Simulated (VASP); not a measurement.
The cell holds one Rb (bcc) (110) slab, with vacuum along c, ions free to move until forces fall under 0.03 eV/Å, no reconstruction beyond this cell, dipole correction on.

Given:

```
Rb
1.0
    4.98238     0.00000     0.00000
   -1.66080     4.69744     0.00000
    0.00000     0.00000    27.47818
Rb
3
Direct
  0.50000   0.50000   0.35188
  0.00000   0.00000   0.50000
  0.50000   0.50000   0.64812
```

Computed with r2SCAN meta-GGA, VASP's PBE PAW potentials (set 64) (plane waves; VASP 6.6.1). Numerical set-up: 400 eV cut-off, 6×6×1 Γ-centred mesh, first-order Methfessel-Paxton smearing of 0.10 eV, potentials Rb_sv.

Slab and bulk use different k-meshes, so the surface energy is good to a few per cent at best.

Task: Predict its surface energy, work function, band gap (on the k-mesh).

Result: 
The surface energy is 0.09 J/m², the work function is 2.24 eV and the band gap (on the k-mesh) is none (metal, semimetal or under 0.01 eV).

The cell is a thin slab with vacuum, built from Rb (bcc): (110) face.
